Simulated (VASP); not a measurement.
An input for Quantum ESPRESSO's pw.x (written as the equivalent of a VASP run, and not itself run):

```
&CONTROL
  calculation = 'vc-relax'
  pseudo_dir = './pseudo'
  outdir = './out'
  tprnfor = .true.
  tstress = .true.
  nstep = 60
  forc_conv_thr = 0.00039
/
&SYSTEM
  ibrav = 0
  nat = 2
  ntyp = 2
  ecutwfc = 84
  occupations = 'smearing'
  smearing = 'methfessel-paxton'
  degauss = 0.00735
  input_dft = 'vdw-df-obk8'
/
&ELECTRONS
  conv_thr = 7.3e-08
  electron_maxstep = 100
/
&IONS
/
&CELL
/
ATOMIC_SPECIES
  Al 26.982 Al.upf
  Ru 101.070 Ru.upf
CELL_PARAMETERS angstrom
     2.9900000    0.0000000    0.0000000
     0.0000000    2.9900000    0.0000000
     0.0000000    0.0000000    2.9900000
ATOMIC_POSITIONS crystal
  Al   0.5000000  0.5000000  0.5000000
  Ru   0.0000000  0.0000000  0.0000000
K_POINTS automatic
  11 11 11 0 0 0
```

Task: Write the VASP files for the same calculation (optB88-vdW).

Result: One answer among several that fit: 
**POSCAR**
```
RuAl
1
    2.9900000000     0.0000000000     0.0000000000
    0.0000000000     2.9900000000     0.0000000000
    0.0000000000     0.0000000000     2.9900000000
Al Ru
1 1
Direct
  0.5000000000   0.5000000000   0.5000000000
  0.0000000000   0.0000000000   0.0000000000
```

### INCAR
```
SYSTEM = RuAl
PREC = Accurate
ENCUT = 520
EDIFF = 1E-6
NELM = 100
ALGO = Normal
LREAL = .FALSE.
LASPH = .TRUE.
ISMEAR = 1
SIGMA = 0.1
GGA = BO
PARAM1 = 0.1833333333
PARAM2 = 0.22
LUSE_VDW = .TRUE.
AGGAC = 0.0
LMAXMIX = 4
LWAVE = .FALSE.
LCHARG = .FALSE.
IBRION = 2
ISIF = 3
NSW = 60
EDIFFG = -0.01
```

File KPOINTS:
```
Automatic mesh
0
Gamma
11 11 11
0 0 0
```

POTCAR, in this order: Al Ru_pv (PBE.64 set). Program: vasp_std.

Limits of the translation: the potentials are each code's own (VASP's PAW set, PseudoDojo norm-conserving files in pw.x), so ENCUT and ecutwfc are chosen apart and not converted; conv_thr bounds pw.x's estimated SCF error, while EDIFF bounds the energy change between steps; forc_conv_thr acts on force components and is met together with etot_conv_thr.

The compound is RuAl in the CsCl type structure. This run relaxes it. Symmetry was kept, so distortions that lower it aren't found.
